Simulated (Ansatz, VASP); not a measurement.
# Cross-check of InH3O3 (InH3O3 (R-3)) between VASP and Ansatz

Aim: how closely do two programs agree when they are given the same cell, functional and k mesh? The structure shown is the start of the Ansatz relaxation below; VASP solves that cell, so the two are compared at the walk's first step.

Main program and level: Ansatz 0.2.0; plane waves, with VASP 6.6.1 beside it; single point at PBEsol.

## 1. Starting point

Symmetry: R-3, No. 148, trigonal system. The conventional cell has a = 11.299 Å, b = 11.299 Å, c = 6.842 Å, α = 90.00°, β = 90.00°, γ = 120.00°. Nearest to In lie 6 O at 2.16 to 2.20 Å. In has 6 O at 2.17 Å nearest. Nearest to H lie 1 O at 0.99 Å. Nearest to O lie 2 H at 0.99 to 1.68 Å and 2 In at 2.17 to 2.20 Å. Nearest to O lie 2 H at 0.99 to 1.83 Å and 2 In at 2.16 to 2.17 Å. Farther neighbours and most contacts between anions are not listed.

## 2. Ansatz: relaxation, PBEsol

Ansatz runs on its default PAW (the set named soft_2) files.

The two programs are compared at the cell with which this relaxation starts, whose forces are those of its first step.

input.yaml

```yaml
crystal:
  lattice:
    - [5.6493114, 3.2616314, 2.2805954]
    - [-5.6493114, 3.2616314, 2.2805954]
    - [0.0, -6.5232629, 2.2805954]
  atoms:
    - { symbol: In, position: [1.0, 0.0, 0.5] }
    - { symbol: In, position: [0.5, 0.0, 0.0] }
    - { symbol: In, position: [0.0, 0.5, 0.0] }
    - { symbol: In, position: [0.5, 0.5, 0.5] }
    - { symbol: H, position: [0.82596194, 0.27691496, 0.45173923] }
    - { symbol: H, position: [0.17403806, 0.72308504, 0.54826077] }
    - { symbol: H, position: [0.04288889, 0.3570942, 0.31375178] }
    - { symbol: H, position: [0.95711111, 0.6429058, 0.68624822] }
    - { symbol: H, position: [0.27691496, 0.45173923, 0.82596194] }
    - { symbol: H, position: [0.72308504, 0.54826077, 0.17403806] }
    - { symbol: H, position: [0.3570942, 0.31375178, 0.04288889] }
    - { symbol: H, position: [0.6429058, 0.68624822, 0.95711111] }
    - { symbol: H, position: [0.45173923, 0.82596194, 0.27691496] }
    - { symbol: H, position: [0.54826077, 0.17403806, 0.72308504] }
    - { symbol: H, position: [0.31375178, 0.04288889, 0.3570942] }
    - { symbol: H, position: [0.68624822, 0.95711111, 0.6429058] }
    - { symbol: O, position: [0.83149411, 0.15997256, 0.32624156] }
    - { symbol: O, position: [0.16850589, 0.84002744, 0.67375844] }
    - { symbol: O, position: [0.16695098, 0.48672798, 0.31797832] }
    - { symbol: O, position: [0.83304902, 0.51327202, 0.68202168] }
    - { symbol: O, position: [0.15997256, 0.32624156, 0.83149411] }
    - { symbol: O, position: [0.84002744, 0.67375844, 0.16850589] }
    - { symbol: O, position: [0.48672798, 0.31797832, 0.16695098] }
    - { symbol: O, position: [0.51327202, 0.68202168, 0.83304902] }
    - { symbol: O, position: [0.32624156, 0.83149411, 0.15997256] }
    - { symbol: O, position: [0.67375844, 0.16850589, 0.84002744] }
    - { symbol: O, position: [0.31797832, 0.16695098, 0.48672798] }
    - { symbol: O, position: [0.68202168, 0.83304902, 0.51327202] }
basis:
  ecutwfc: 420
  xc_grid: 2
hamiltonian:
  xc: pbesol
kpoints:
  mp_grid: { grid: [5, 5, 5] }
scf:
  occupations: { method: fermi_dirac, width: 0.01 }
  max_iter: 150
output:
  forces: true
  stress: true
relax:
  f_tol: 0.01
  max_steps: 60
  cell: {}
checkpoint:
  write: "../pbesol.run"
  compress: false
  write_wavefunctions: false
  write_every: 100000
```

The run is started by

```bash
$ ansatz run input.yaml --threads 4 --pin off --max-ram 6594MiB --backend cpu --events-out ev --progress --plain --runs-dir out
```

Numbers of over 12 decimals in the logs are rounded to 6 here.

The program printed:

```text
Engine: ansatz 0.2.0, x86_64-unknown-linux-gnu
Pseudopotentials: kind: paw
Pseudopotential: In, paw, valence charge 13, recommended cutoff 420 eV (normal), In.paw.azcp
Pseudopotential: H, paw, valence charge 1, recommended cutoff 420 eV (normal), H.paw.azcp
Pseudopotential: O, paw, valence charge 6, recommended cutoff 420 eV (normal), O.paw.azcp
Functional definition: PBEsol
  exchange = pbesol_x
  correlation = pbesol_c
Crystal: 28 atoms, lattice volume = 252.133 Å³
Basis set: ecut = 420 eV, 4939 PW (Γ), exchange–correlation on 96×96×96 points (8 copies of the dense FFT grid, shifted against one another)
Bands: 96, of which v1, the nominal top of the filled ones, is band 68 counted from 1 (67 counted from 0)
Symmetry: 6 space group operations
Space group: R-3 (ITA 148), of the structure as read, at distance tolerance 6.3e-5 Å
k-points: 23 of 125
Non-local potential: In, projectors of the file, l = 0: 2, l = 1: 2, l = 2: 2, l = 3: 2
Non-local potential: H, projectors of the file, l = 0: 2, l = 1: 1
Non-local potential: O, projectors of the file, l = 0: 2, l = 1: 2, l = 2: 1
PAW form: soft (Blöchl's): semilocal exchange-correlation on the pseudo side does not see the compensation charge
PAW frozen core: In, regenerated for the run's functional, and the local potential with it (the file was generated under x = pbe(κ = 0.804, μ = 0.219515), c = pbe(β = 0.066725))
PAW frozen core: O, regenerated for the run's functional, and the local potential with it (the file was generated under x = pbe(κ = 0.804, μ = 0.219515), c = pbe(β = 0.066725))
PAW one-centre angular grid: In, 590 points (default); XC on 64 Gauss nodes
PAW one-centre angular grid: H, 110 points (default); XC on 64 Gauss nodes
PAW one-centre angular grid: O, 110 points (default); XC on 64 Gauss nodes
Initial density: superposition of atomic densities (neutral atoms: chi_scale 0, normalization atom), corrected by the library's trained network
Initial wavefunctions: pseudopotential atomic-orbital guess
Functional: x = pbesol(κ = 0.804, μ = 0.123457), c = pbesol(β = 0.046)
SCF iter   1: F=—  HF=-29025.797026 eV  |F-HF|=—  |Δ(HF+E_count)|=         —  Δρ=1.26e-2  dr2=2.97e-1  ethr=1.77e-3  ⟨swp⟩=6.0  Hψ=9033  notcnv=0  defer=130
preconditioner: auto → Resta (q_TF=auto, 2.462 Å⁻¹)  ε∞=3.3  [insulator: Δε(μ)=2.773 eV  Ē_g=17.963 eV  σ=0.010 eV  W_gap=1.00  n_scr=54 (ndim 8)  ℏωp=27.3 eV  f_vac=0.092  D(μ)=0.00/eV (n_scr^D=0)  ε∞_Penn≈3.3]
SCF iter   2: F=—  HF=-29025.706113 eV  |F-HF|=—  |Δ(HF+E_count)|=   9.09e-2  Δρ=3.01e-3  dr2=1.06e-2  ethr=2.18e-4  ⟨swp⟩=2.0  Hψ=3495  notcnv=0  defer=531
SCF iter   3: F=—  HF=-29025.704293 eV  |F-HF|=—  |Δ(HF+E_count)|=   1.82e-3  Δρ=1.42e-3  dr2=2.97e-3  ethr=7.76e-6  ⟨swp⟩=2.6  Hψ=3599  notcnv=0  defer=531
SCF iter   4: F=—  HF=-29025.704184 eV  |F-HF|=—  |Δ(HF+E_count)|=   1.10e-4  Δρ=2.44e-4  dr2=9.73e-5  ethr=2.18e-6  ⟨swp⟩=2.0  Hψ=2810  notcnv=0  defer=531
SCF iter   5: F=—  HF=-29025.704056 eV  |F-HF|=—  |Δ(HF+E_count)|=   1.28e-4  Δρ=1.04e-4  dr2=2.24e-5  ethr=7.16e-8  ⟨swp⟩=2.0  Hψ=3241  notcnv=0  defer=531
SCF iter   6: F=—  HF=-29025.704067 eV  |F-HF|=—  |Δ(HF+E_count)|=   1.06e-5  Δρ=6.15e-5  dr2=8.24e-6  ethr=1.65e-8  ⟨swp⟩=2.9  Hψ=3450  notcnv=0  defer=531
SCF iter   7: F=—  HF=-29025.704069 eV  |F-HF|=—  |Δ(HF+E_count)|=   1.94e-6  Δρ=9.26e-6  dr2=2.61e-7  ethr=6.06e-9  ⟨swp⟩=2.0  Hψ=3084  notcnv=0  defer=531
SCF iter   8: F=-29025.704069 eV  HF=-29025.704069 eV  |F-HF|=4.25e-8  |Δ(HF+E_count)|=   6.21e-7  Δρ=3.26e-6  dr2=2.65e-8  ethr=7.35e-11  ⟨swp⟩=5.1  Hψ=7455  notcnv=0
SCF 1 converged in 8 iterations: F = -29025.704069 eV  dr2 = 2.65e-8
  greatest PAW one-centre occupation: 0.991 electrons in one spin orbital (limit 2), on the In atom at site 2 (counted from 0), in its partial waves of l = 2
relax step   1: F+E_penalty+E_count = -29025.70406931 eV  Δ(F+E_penalty+E_count) = +0.000e0 eV  max|allowed force component| = 4.571e-1 eV/Å  Δτ_max = 0.0000 Å  P = +0.871 GPa  Ω = 252.133 Å³  (8 SCF iters, dr2 threshold 1.00e-7 eV, accepted)
[...]
relax step   9: F+E_penalty+E_count = -29025.80265695 eV  Δ(F+E_penalty+E_count) = -1.515e-3 eV  max|allowed force component| = 2.241e-3 eV/Å  Δτ_max = 0.0013 Å  P = -0.017 GPa  Ω = 247.882 Å³  energy of the carried Pulay correction = +1.407e-3 eV  (5 SCF iters, dr2 threshold 3.46e-8 eV, accepted)
[...]
relax step  10: F+E_penalty+E_count = -29025.80152888 eV  Δ(F+E_penalty+E_count) = +1.128e-3 eV  max|allowed force component| = 2.167e-3 eV/Å  Δτ_max = 0.0000 Å  P = -0.021 GPa  Ω = 247.882 Å³  stress off target by 2.15e-2 GPa  SCF on the basis re-selected at this cell (its energy is not comparable with the rows above)  (5 SCF iters)
basis re-selected at this cell: Δ(F+E_penalty+E_count) = +1.128e-3 eV, ΔP = -0.004 GPa vs the last step (what re-selecting the basis moved, of the pressure what is left beyond the Pulay correction that the steps carried, after the strain that the cell walked since its last selection, with what the two solves' SCF thresholds leave and, on support functions, any second-order correction that the steps lacked; it is no m [...]
SCF converged after 5 iterations
Free energy (F): -29025.801529 eV
Harris-Foulkes:  -29025.801529 eV  (|F-HF|=3.17e-10)
Internal energy: -29025.801529 eV  (E = F + TS)
E sigma→0 (E₀):  -29025.801529 eV
Fermi energy:    5.725149 eV
--- Per-component energies (eV) ---
  E_band       = -501.396118
  E_kinetic    = 3246.067590
  E_local      = -9946.853134  (includes V_loc(G=0)·N_el)
  E_nonlocal   = 2091.985512
  E_hartree    = 3722.380858
  E_xc         = -1822.936538
  E_vxc        = -1646.429373  (∫ρ·V_xc dr)
  E_paw        = -18200.498752  (= ΣΔE_a)
  E_vpaw       = -1690.943620  (= ΣTr[D̂ρ^β])
  E_aug_tail   = 0.016219  (compensation charges beyond the density's cutoff)
  E_ewald      = -8117.330347
  E_core_change = 1.367065  (= ΣΔE_core)
  E_smearing   = -0.000000  (= −TS)
  E_closure    = 0.000000  (closes the sum)
  Σ components = -29025.801529   (vs F -29025.801529, Δ=0.00e0)
--- Forces (eV/Å), atoms counted from 1 ---
  atom   1  In     0.00000000     0.00000000     0.00000000
  atom   2  In     0.00000000     0.00000000     0.00000000
  atom   3  In     0.00000000     0.00000000    -0.00000000
  atom   4  In    -0.00000000     0.00000000     0.00000000
  atom   5  H     -0.00010238     0.00052107    -0.00078651
  atom   6  H      0.00010238    -0.00052107     0.00078651
  atom   7  H      0.00035073     0.00158257     0.00090148
  atom   8  H     -0.00035073    -0.00158257    -0.00090148
  atom   9  H      0.00050245    -0.00017187    -0.00078651
  atom  10  H     -0.00050245     0.00017187     0.00078651
  atom  11  H      0.00119518    -0.00109503     0.00090148
  atom  12  H     -0.00119518     0.00109503    -0.00090148
  atom  13  H     -0.00040007    -0.00034920    -0.00078651
  atom  14  H      0.00040007     0.00034920     0.00078651
  atom  15  H     -0.00154591    -0.00048755     0.00090148
  atom  16  H      0.00154591     0.00048755    -0.00090148
  atom  17  O     -0.00003457    -0.00013866     0.00159301
  atom  18  O      0.00003457     0.00013866    -0.00159301
  atom  19  O      0.00009953    -0.00216732    -0.00097968
  atom  20  O     -0.00009953     0.00216732     0.00097968
  atom  21  O     -0.00010280     0.00009927     0.00159301
  atom  22  O      0.00010280    -0.00009927    -0.00159301
  atom  23  O     -0.00192672     0.00099747    -0.00097968
  atom  24  O      0.00192672    -0.00099747     0.00097968
  atom  25  O      0.00013737     0.00003939     0.00159301
  atom  26  O     -0.00013737    -0.00003939    -0.00159301
  atom  27  O      0.00182719     0.00116985    -0.00097968
  atom  28  O     -0.00182719    -0.00116985     0.00097968
  max |Σ_I F_I| component: 8.67e-19 eV/Å
--- Stress (GPa, compression-positive) ---
       -0.021456      -0.000000      -0.000000
        0.000000      -0.021456      -0.000000
        0.000000      -0.000000      -0.019754
  P = ⅓ Tr σ = -0.0209 GPa (-0.209 kbar)
--- Relaxed structure (8 steps of the walk, 8 accepted, 2 SCFs on fresh bases) ---
  F+E_penalty+E_count = -29025.80152888 eV   max|allowed force component| = 2.167e-3 eV/Å   (the final SCF, on the basis selected at the relaxed cell)
  cell:  # Å, volume = 247.8816 Å³
    - [5.613198, 3.240781, 2.271082]
    - [-5.613198, 3.240781, 2.271082]
    - [4.805732459382788e-18, -6.481563, 2.271082]
  atoms:
    - { symbol: In, position: [1.000000, -1.1102230246251565e-16, 0.500000] }
    - { symbol: In, position: [0.500000, -5.551115123125783e-17, 0.0] }
    - { symbol: In, position: [-5.551115123125783e-17, 0.500000, 0.0] }
    - { symbol: In, position: [0.500000, 0.500000, 0.500000] }
    - { symbol: H, position: [0.827877, 0.283318, 0.456156] }
    - { symbol: H, position: [0.172123, 0.716682, 0.543844] }
    - { symbol: H, position: [0.037986, 0.355268, 0.316496] }
    - { symbol: H, position: [0.962014, 0.644732, 0.683504] }
    - { symbol: H, position: [0.283318, 0.456156, 0.827877] }
    - { symbol: H, position: [0.716682, 0.543844, 0.172123] }
    - { symbol: H, position: [0.355268, 0.316496, 0.037986] }
    - { symbol: H, position: [0.644732, 0.683504, 0.962014] }
    - { symbol: H, position: [0.456156, 0.827877, 0.283318] }
    - { symbol: H, position: [0.543844, 0.172123, 0.716682] }
    - { symbol: H, position: [0.316496, 0.037986, 0.355268] }
    - { symbol: H, position: [0.683504, 0.962014, 0.644732] }
    - { symbol: O, position: [0.835939, 0.165225, 0.327843] }
    - { symbol: O, position: [0.164061, 0.834775, 0.672157] }
    - { symbol: O, position: [0.165685, 0.490973, 0.323286] }
    - { symbol: O, position: [0.834315, 0.509027, 0.676714] }
    - { symbol: O, position: [0.165225, 0.327843, 0.835939] }
    - { symbol: O, position: [0.834775, 0.672157, 0.164061] }
    - { symbol: O, position: [0.490973, 0.323286, 0.165685] }
    - { symbol: O, position: [0.509027, 0.676714, 0.834315] }
    - { symbol: O, position: [0.327843, 0.835939, 0.165225] }
    - { symbol: O, position: [0.672157, 0.164061, 0.834775] }
    - { symbol: O, position: [0.323286, 0.165685, 0.490973] }
    - { symbol: O, position: [0.676714, 0.834315, 0.509027] }
```

Reading the cycles: dr2 is the Hartree energy of the density residual (eV), the measure of convergence; HF is the Harris–Foulkes estimate of the energy, which meets the free energy F at convergence.

[end of part 1 of 2]

[Lines on the potential files, build, host, timing and source positions are cut from VASP's logs without a mark.]

[Logs are printed without paths, hosts, clocks, repeated set-up lines and the standing remarks that a program may print on its own settings, such as how far it seeks lower states.]

[Hosts, paths, dates, database ids (printed as entryN), source tags and the programs' standing remarks are cut or masked in the printed files.]
